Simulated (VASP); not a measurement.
Mo$_{3}$Si (A15): computed properties

The numbers are results of PBEsol GGA, VASP's PBE PAW potentials (set 64) (plane waves; VASP 6.6.1), not measurements.

```
Item                                                                                                   Result
----------------------------------  -------------------------------------------------------------------------
space group                                                                                       Pm-3n (223)
cell                                a = 4.860 Å, b = 4.860 Å, c = 4.860 Å, α = 90.00°, β = 90.00°, γ = 90.00°
volume per atom                                                                                 14.35 Å³/atom
band gap (over mesh and band path)                                   none (metal, semimetal or under 0.01 eV)
density                                                                                            9.14 g/cm³
```

```
CELL_PARAMETERS angstrom
      4.85991     0.00000     0.00000
      0.00000     4.85991     0.00000
      0.00000     0.00000     4.85991
ATOMIC_POSITIONS crystal
  Si 0.50000 0.50000 0.50000
  Si 0.00000 0.00000 0.00000
  Mo 0.25000 0.00000 0.50000
  Mo 0.50000 0.25000 0.00000
  Mo 0.50000 0.75000 0.00000
  Mo 0.75000 0.00000 0.50000
  Mo 0.00000 0.50000 0.75000
  Mo 0.00000 0.50000 0.25000
```

The compound is Mo3Si in the A15 structure. It was relaxed first. Symmetry was kept, so distortions that lower it aren't found.
